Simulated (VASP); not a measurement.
Given:

```xyz
2
Lattice="0.0000 2.8445 2.8445 2.8445 0.0000 2.8445 2.8445 2.8445 0.0000" Properties=species:S:1:pos:R:3 pbc="T T T"
Na     0.0000     0.0000     0.0000
Cl     2.8445     2.8445     2.8445
```

Level of theory: Hartree-Fock, VASP's PBE PAW potentials (set 64) (plane waves; VASP). Run with 520 eV cut-off, 6×6×6 Γ-centred mesh, Gaussian smearing of 0.050 eV, potentials Na_pv Cl.

Give the stress tensor in GPa (positive for a compressed cell).

```
1.23  0.00  0.00
0.00  1.23  0.00
0.00  0.00  1.23
```
The pressure is its mean diagonal, 1.23 GPa.

The compound is NaCl in the rock salt structure. It was relaxed first. The cell's shape comes from a PBE relaxation.
